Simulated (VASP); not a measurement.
Output of a VASP run:

File OSZICAR:
```
       N       E                     dE             d eps       ncg     rms          rms(c)
DAV:   1     0.819318654308E+02    0.81932E+02   -0.90821E+03   520   0.157E+03
DAV:   2    -0.104846889154E+01   -0.82980E+02   -0.79179E+02   545   0.268E+02
DAV:   3    -0.625980883981E+01   -0.52113E+01   -0.51857E+01   650   0.684E+01
DAV:   4    -0.630810570733E+01   -0.48297E-01   -0.48287E-01   570   0.700E+00
DAV:   5    -0.630836981537E+01   -0.26411E-03   -0.26410E-03   630   0.488E-01    0.494E+00
DAV:   6    -0.603622851976E+01    0.27214E+00   -0.69431E-01   729   0.293E+01    0.373E+00
DAV:   7    -0.601911445130E+01    0.17114E-01   -0.19799E-01   560   0.448E+00    0.156E+00
DAV:   8    -0.601929751316E+01   -0.18306E-03   -0.42237E-03   622   0.667E-01    0.476E-01
DAV:   9    -0.601955082130E+01   -0.25331E-03   -0.11076E-03   575   0.299E-01    0.687E-02
DAV:  10    -0.601963854343E+01   -0.87722E-04   -0.14077E-04   593   0.116E-01    0.179E-02
DAV:  11    -0.601965224101E+01   -0.13698E-04   -0.31505E-05   591   0.574E-02    0.589E-03
DAV:  12    -0.601965354814E+01   -0.13071E-05   -0.39407E-06   605   0.195E-02    0.419E-03
DAV:  13    -0.601965354956E+01   -0.14181E-08   -0.63516E-07   390   0.879E-03
   1 F= -.65779387E+01 E0= -.65779387E+01  d E =-.657794E+01
       N       E                     dE             d eps       ncg     rms          rms(c)
DAV:   1    -0.601956280930E+01    0.90739E-04   -0.29665E-02   620   0.372E+00    0.337E-01
DAV:   2    -0.601761633075E+01    0.19465E-02   -0.71802E-03   615   0.246E+00    0.123E-01
DAV:   3    -0.601738411077E+01    0.23222E-03   -0.24868E-04   550   0.159E-01    0.588E-02
DAV:   4    -0.601732765123E+01    0.56460E-04   -0.39567E-05   603   0.769E-02    0.229E-02
DAV:   5    -0.601732123875E+01    0.64125E-05   -0.93938E-06   764   0.594E-02    0.192E-03
DAV:   6    -0.601732126637E+01   -0.27622E-07   -0.24416E-06   432   0.256E-02
   2 F= -.65780123E+01 E0= -.65780123E+01  d E =-.736322E-04
```

### OUTCAR
```
------------------------ aborting loop because EDIFF is reached ----------------------------------------
 Edisp (eV)   -0.56069
  FORCE on cell =-STRESS in cart. coord.  units (eV):
  Direction    XX          YY          ZZ          XY          YZ          ZX
  --------------------------------------------------------------------------------------
  Total       0.00444     0.00444     0.00444     0.00000     0.00000    -0.00000
  in kB       0.15649     0.15649     0.15649     0.00000     0.00000    -0.00000
  external pressure =        0.16 kB  Pullay stress =        0.00 kB
  volume of cell :       45.41
      direct lattice vectors                 reciprocal lattice vectors
     0.000000000  2.831737741  2.831737741    -0.176570024  0.176570024  0.176570024
     2.831737741  0.000000000  2.831737741     0.176570024 -0.176570024  0.176570024
     2.831737741  2.831737741  0.000000000     0.176570024  0.176570024 -0.176570024
  FREE ENERGIE OF THE ION-ELECTRON SYSTEM (eV)
  ---------------------------------------------------
  free  energy   TOTEN  =        -6.5780123373 eV

  energy  without entropy=       -6.5780123373  energy(sigma->0) =       -6.57801234

 reached required accuracy - stopping structural energy minimisation
```
(Selected blocks of OUTCAR.)

### POSCAR
```
ZnSe
1
    0.0000000000     2.8350000000     2.8350000000
    2.8350000000     0.0000000000     2.8350000000
    2.8350000000     2.8350000000     0.0000000000
Zn Se
1 1
Direct
  0.0000000000   0.0000000000   0.0000000000
  0.2500000000   0.2500000000   0.2500000000
```

Problem. Reconstruct the remaining input files.

Solution. This is not unique; one that fits is the input of the run itself, PBE GGA with D3 dispersion (zero damping), plane waves, VASP's PBE PAW potentials (set 64).

INCAR:
```
ALGO=Normal
EDIFF=1E-6
EDIFFG=-0.01
ENCUT=520
GGA=PE
IBRION=2
ISIF=3
ISMEAR=0
IVDW=11
LASPH=.True.
LCHARG=.False.
LMAXMIX=4
LREAL=.False.
LWAVE=.False.
NELM=100
NSW=60
PREC=Accurate
SIGMA=0.05
SYSTEM=ZnSe
```

File KPOINTS:
```
Automatic mesh
0
Gamma
7 7 7
0 0 0
```

POTCAR, in this order: Zn Se (PBE.64 set). Program: vasp_std.

The compound is ZnSe in the zinc blende structure. This run relaxes it. Symmetry was kept, so distortions that lower it aren't found.
